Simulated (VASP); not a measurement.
Output of a VASP run:

### OSZICAR
```
...
DAV:   2    -0.167857199343E+02    0.10901E-02   -0.40310E-03  3648   0.608E-01    0.125E-01
DAV:   3    -0.167854497780E+02    0.27016E-03   -0.14622E-03  4384   0.301E-01    0.730E-02
DAV:   4    -0.167854950066E+02   -0.45229E-04   -0.14188E-04  3720   0.569E-02    0.298E-02
DAV:   5    -0.167855325507E+02   -0.37544E-04   -0.99791E-05  4600   0.582E-02    0.130E-02
DAV:   6    -0.167855343325E+02   -0.17818E-05   -0.40149E-06  3448   0.165E-02    0.381E-03
DAV:   7    -0.167855349218E+02   -0.58932E-06   -0.15046E-07  2136   0.434E-03    0.124E-03
DAV:   8    -0.167855353436E+02   -0.42181E-06   -0.56426E-08  1568   0.311E-03    0.440E-04
DAV:   9    -0.167855352991E+02    0.44499E-07   -0.15096E-08  1544   0.116E-03
   5 F= -.12948258E+02 E0= -.12948477E+02  d E =-.282854E+00
       N       E                     dE             d eps       ncg     rms          rms(c)
DAV:   1    -0.168059546007E+02   -0.20419E-01   -0.20885E-01  3280   0.472E+00    0.627E-01
DAV:   2    -0.168021621425E+02    0.37925E-02   -0.11906E-02  3576   0.102E+00    0.219E-01
DAV:   3    -0.168012308299E+02    0.93131E-03   -0.53117E-03  4712   0.582E-01    0.136E-01
DAV:   4    -0.168013136181E+02   -0.82788E-04   -0.19641E-04  3560   0.121E-01    0.552E-02
DAV:   5    -0.168013639288E+02   -0.50311E-04   -0.21202E-04  4976   0.892E-02    0.189E-02
DAV:   6    -0.168013636200E+02    0.30877E-06   -0.54111E-06  3568   0.222E-02    0.452E-03
DAV:   7    -0.168013629934E+02    0.62663E-06   -0.38620E-07  2976   0.631E-03    0.758E-04
DAV:   8    -0.168013627257E+02    0.26767E-06   -0.39061E-08  1760   0.289E-03    0.314E-04
DAV:   9    -0.168013627181E+02    0.75688E-08   -0.14053E-08  1680   0.131E-03
   6 F= -.12948502E+02 E0= -.12948624E+02  d E =-.244519E-03
       N       E                     dE             d eps       ncg     rms          rms(c)
DAV:   1    -0.167979672325E+02    0.33955E-02   -0.11579E-02  3272   0.111E+00    0.148E-01
DAV:   2    -0.167977535289E+02    0.21370E-03   -0.65440E-04  3560   0.238E-01    0.515E-02
DAV:   3    -0.167976998564E+02    0.53673E-04   -0.29029E-04  4688   0.136E-01    0.320E-02
DAV:   4    -0.167977073380E+02   -0.74816E-05   -0.11007E-05  3584   0.283E-02    0.128E-02
DAV:   5    -0.167977134347E+02   -0.60967E-05   -0.11921E-05  4952   0.212E-02    0.444E-03
DAV:   6    -0.167977141964E+02   -0.76169E-06   -0.29549E-07  2816   0.528E-03    0.108E-03
DAV:   7    -0.167977143819E+02   -0.18549E-06   -0.29759E-08  1784   0.225E-03    0.140E-04
DAV:   8    -0.167977143719E+02    0.99667E-08   -0.44312E-09  1592   0.686E-04
   7 F= -.12948528E+02 E0= -.12948673E+02  d E =-.269841E-03
       N       E                     dE             d eps       ncg     rms          rms(c)
DAV:   1    -0.167930912733E+02    0.46231E-02   -0.99610E-02  3040   0.311E+00    0.319E-01
DAV:   2    -0.167916876714E+02    0.14036E-02   -0.39036E-03  3464   0.555E-01    0.124E-01
DAV:   3    -0.167913113577E+02    0.37631E-03   -0.16785E-03  4840   0.321E-01    0.609E-02
DAV:   4    -0.167913343551E+02   -0.22997E-04   -0.48885E-05  3680   0.615E-02    0.255E-02
DAV:   5    -0.167913472031E+02   -0.12848E-04   -0.31064E-05  4664   0.355E-02    0.676E-03
DAV:   6    -0.167913484354E+02   -0.12323E-05   -0.73819E-07  3096   0.830E-03    0.206E-03
DAV:   7    -0.167913487673E+02   -0.33191E-06   -0.78574E-08  1936   0.333E-03    0.402E-04
DAV:   8    -0.167913487936E+02   -0.26338E-07   -0.10267E-08  1640   0.116E-03
   8 F= -.12948697E+02 E0= -.12948752E+02  d E =-.169189E-03
```

**OUTCAR**
```
------------------------ aborting loop because EDIFF is reached ----------------------------------------
  FORCE on cell =-STRESS in cart. coord.  units (eV):
  Direction    XX          YY          ZZ          XY          YZ          ZX
  --------------------------------------------------------------------------------------
  Total        3.8308774      3.8308772      3.8482374      0.0000000      0.0000000     -0.0000000
  in kB      149.5403701    149.5403622    150.2180301      0.0000000      0.0000000     -0.0000000
  external PRESSURE =      -0.2337458 kB  Pullay stress =     150.0000000 kB
  volume of cell :       41.04
      direct lattice vectors                 reciprocal lattice vectors
     1.543712833 -2.673788988 -0.000000000     0.323894438 -0.187000546  0.000000000
     1.543712833  2.673788988  0.000000000     0.323894438  0.187000546  0.000000000
    -0.000000000 -0.000000000  4.971949858    -0.000000000 -0.000000000  0.201128336
 POSITION                                       TOTAL-FORCE (eV/Angst)
 -----------------------------------------------------------------------------------
      1.54371      0.89126      1.24299         0.000000     -0.000000      0.000000
      1.54371     -0.89126      3.72896        -0.000000      0.000000     -0.000000
 -----------------------------------------------------------------------------------
    total drift:                               -0.000113      0.001090     -0.000019
  FREE ENERGIE OF THE ION-ELECTRON SYSTEM (eV)
  ---------------------------------------------------
  free  energy   TOTEN  =       -16.7913487936 eV

  energy  without entropy=      -16.7915150100  energy(sigma->0) =      -16.79140420
  enthalpy is  TOTEN    =       -12.9486967791 eV   P V=        3.8426520145

 reached required accuracy - stopping structural energy minimisation
```
(Selected blocks of OUTCAR.)

**POSCAR**
```
Zr
1
    1.6144463434    -2.7963030387     0.0000000000
    1.6144463434     2.7963030387     0.0000000000
    0.0000000000    -0.0000000000     5.1733133976
Zr
2
Direct
  0.3333330000   0.6666670000   0.2500000000
  0.6666670000   0.3333330000   0.7500000000
```

### Question
Reconstruct the remaining input files.

### Answer
Several could match; the one computed here: the input of the run itself, PBE GGA, plane waves, VASP's PBE PAW potentials (set 64).

### INCAR
```
SYSTEM = Zr
PREC = Accurate
ENCUT = 480
EDIFF = 1E-7
NELM = 100
ALGO = Normal
LREAL = .FALSE.
LASPH = .TRUE.
ISMEAR = 1
SIGMA = 0.1
GGA = PE
LMAXMIX = 4
LWAVE = .FALSE.
LCHARG = .FALSE.
ISIF = 3
IBRION = 2
NSW = 40
EDIFFG = -0.01
PSTRESS = 150
```

File KPOINTS:
```
Automatic mesh
0
Gamma
12 12 8
0 0 0
```

POTCAR, in this order: Zr_sv (PBE.64 set). Program: vasp_std.

Energy and stress use the plane-wave basis of the starting cell.

The compound is Zr in the hcp structure. This run relaxes it under an external pressure of 15 GPa. Symmetry was kept, so distortions that lower it aren't found.
